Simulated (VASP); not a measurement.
Input for VASP

INCAR:
```
SYSTEM = Re
PREC = Accurate
ENCUT = 300
EDIFF = 1E-6
NELM = 100
ALGO = Normal
LREAL = .FALSE.
LASPH = .TRUE.
ISMEAR = -1
SIGMA = 0.1
GGA = PE
LMAXMIX = 6
LWAVE = .FALSE.
LCHARG = .FALSE.
ISIF = 2
```

### POSCAR
```
Re
1.0
  0.0000000000   2.7605290000   2.7605290000
  2.7605290000   0.0000000000   2.7605290000
  2.7605290000   2.7605290000   0.0000000000
Re
2
Direct
  0.7425150000   0.7572300000   0.7535150000
  0.5074850000   0.4927700000   0.4964850000
```

**KPOINTS**
```
Automatic mesh
0
Gamma
8 8 8
0 0 0
```

POTCAR, in this order: Re (PBE.64 set). Program: vasp_std.

Q: Translate this PBE calculation to Ansatz.

A: One equivalent input (not run):
Ansatz 0.2 input:
```yaml
crystal:
  lattice:
    - [0.0000000, 2.7605290, 2.7605290]
    - [2.7605290, 0.0000000, 2.7605290]
    - [2.7605290, 2.7605290, 0.0000000]
  atoms:
    - { symbol: Re, position: [0.7425150, 0.7572300, 0.7535150] }
    - { symbol: Re, position: [0.5074850, 0.4927700, 0.4964850] }
kpoints:
  mp_grid: { grid: [8, 8, 8] }
hamiltonian:
  xc: pbe
  pseudopotentials: { kind: paw }
scf:
  occupations: { method: fermi_dirac, width: 0.1 }
  max_iter: 100
output: { forces: true, stress: true, eigenvalues: true }
```
What does not carry over: each code has its own PAW files, so the cut-off isn't converted (ENCUT is set for VASP's; basis.ecutwfc is left out, and Ansatz then takes the one that its files recommend); Ansatz stops its SCF on the density residual and VASP on the energy change (EDIFF).

The structure was generated: Re was put into an ordered model structure, which need not be its known phase. The cell was not relaxed at this level, atoms are displaced from their ideal sites.
